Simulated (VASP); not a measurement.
Method: PBE GGA, VASP's PBE PAW potentials (set 64) (plane waves; VASP 6.6.1).

Input for VASP

INCAR:
```
ALGO=Normal
EDIFF=1E-7
EDIFFG=-0.01
ENCUT=480
GGA=PE
IBRION=2
ISIF=3
ISMEAR=1
LASPH=T
LCHARG=F
LMAXMIX=4
LREAL=F
LWAVE=F
NELM=100
NSW=40
PREC=Accurate
PSTRESS=150
SIGMA=0.1
SYSTEM=TiCo
```

**POSCAR**
```
TiCo
1
    2.9658424470     0.0000000000     0.0000000000
    0.0000000000     2.9658424470     0.0000000000
    0.0000000000     0.0000000000     2.9658424470
Ti Co
1 1
Direct
  0.0000000000   0.0000000000   0.0000000000
  0.5000000000   0.5000000000   0.5000000000
```

File KPOINTS:
```
Automatic mesh
0
Gamma
12 12 12
0 0 0
```

POTCAR, in this order: Ti_sv Co (PBE.64 set). Program: vasp_std.

What will the output report for the number of irreducible k-points (NKPTS), number of bands (NBANDS), largest plane-wave count, number of space-group operations, FFT grid (NGX, NGY, NGZ)?

```
Quantity                                      Result
--------------------------------------  ------------
number of irreducible k-points (NKPTS)            84
number of bands (NBANDS)                          14
largest plane-wave count                         647
number of space-group operations                  48
FFT grid (NGX, NGY, NGZ)                24 × 24 × 24
```

The compound is TiCo in the CsCl type structure. This run relaxes it under an external pressure of 15 GPa. Symmetry was kept, so distortions that lower it aren't found. The run is not spin-polarised, so no magnetic state was tried. The electron count is odd and the run is not spin-polarised, which forces a metal.
